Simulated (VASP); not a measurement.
Output of a VASP run:

### OSZICAR
```
       N       E                     dE             d eps       ncg     rms          rms(c)
DAV:   1     0.254260066542E+02    0.25426E+02   -0.42608E+03   482   0.665E+02
DAV:   2    -0.709767260210E+01   -0.32524E+02   -0.30465E+02   424   0.146E+02
DAV:   3    -0.755264322792E+01   -0.45497E+00   -0.45393E+00   454   0.153E+01
DAV:   4    -0.755421084202E+01   -0.15676E-02   -0.15676E-02   420   0.114E+00
DAV:   5    -0.755422599627E+01   -0.15154E-04   -0.15155E-04   472   0.117E-01    0.608E+00
DAV:   6    -0.693140983704E+01    0.62282E+00   -0.34908E+00   422   0.176E+01    0.297E+00
DAV:   7    -0.690732475431E+01    0.24085E-01   -0.26235E-02   406   0.159E+00    0.166E+00
DAV:   8    -0.689313825221E+01    0.14187E-01   -0.69947E-03   430   0.642E-01    0.856E-02
DAV:   9    -0.689310628261E+01    0.31970E-04   -0.13069E-04   450   0.110E-01    0.418E-02
DAV:  10    -0.689310730617E+01   -0.10236E-05   -0.45932E-06   416   0.212E-02    0.430E-03
DAV:  11    -0.689310713782E+01    0.16834E-06   -0.12019E-07   218   0.338E-03
   1 F= -.68931071E+01 E0= -.68912003E+01  d E =-.381359E-02
```

**OUTCAR**
```
------------------------ aborting loop because EDIFF is reached ----------------------------------------
  FORCE on cell =-STRESS in cart. coord.  units (eV):
  Direction    XX          YY          ZZ          XY          YZ          ZX
  --------------------------------------------------------------------------------------
  Total        0.1526672      0.1526672      0.1526672     -0.0000000     -0.0000000      0.0000000
  in kB        7.2014426      7.2014426      7.2014426     -0.0000000     -0.0000000      0.0000000
  external PRESSURE =       7.2014426 kB  Pullay stress =       0.0000000 kB
  volume of cell :       33.97
      direct lattice vectors                 reciprocal lattice vectors
     3.238513000  0.000000000  0.000000000     0.308783692  0.000000000  0.000000000
     0.000000000  3.238513000  0.000000000     0.000000000  0.308783692  0.000000000
     0.000000000  0.000000000  3.238513000     0.000000000  0.000000000  0.308783692
 POSITION                                       TOTAL-FORCE (eV/Angst)
 -----------------------------------------------------------------------------------
      1.61926      1.61926      1.61926         0.000000      0.000000      0.000000
      0.00000      0.00000      0.00000         0.000000      0.000000      0.000000
 -----------------------------------------------------------------------------------
    total drift:                                0.000000      0.000000     -0.000000
  FREE ENERGIE OF THE ION-ELECTRON SYSTEM (eV)
  ---------------------------------------------------
  free  energy   TOTEN  =        -6.8931071378 eV

  energy  without entropy=       -6.8892935513  energy(sigma->0) =       -6.89120034
```
(Selected blocks of OUTCAR.)

File POSCAR:
```
MgAu
1
    3.2385130000     0.0000000000     0.0000000000
    0.0000000000     3.2385130000     0.0000000000
    0.0000000000     0.0000000000     3.2385130000
Mg Au
1 1
Direct
  0.5000000000   0.5000000000   0.5000000000
  0.0000000000   0.0000000000   0.0000000000
```

Task: Write an INCAR and KPOINTS that could have produced this output.

Result: One answer among several that fit: the input of the run itself, PBEsol GGA, plane waves, VASP's PBE PAW potentials (set 64).

### KPOINTS
```
Automatic mesh
0
Gamma
7 7 7
0 0 0
```

INCAR:
```
SYSTEM = MgAu
PREC = Accurate
ENCUT = 300
EDIFF = 1E-6
NELM = 100
ALGO = Normal
LREAL = .FALSE.
LASPH = .TRUE.
ISMEAR = 0
SIGMA = 0.1
GGA = PS
LMAXMIX = 6
LWAVE = .FALSE.
LCHARG = .FALSE.
ISIF = 2
```

POTCAR, in this order: Mg Au (PBE.64 set). Program: vasp_std.

At this cut-off the stress carries a Pulay error, which pulls relaxed volumes low.

The structure comes from a computed database's MgAu entry (Pm-3m); how it stands against other phases isn't given here. The cell was not relaxed at this level. The electron count is odd and the run is not spin-polarised, which forces a metal.
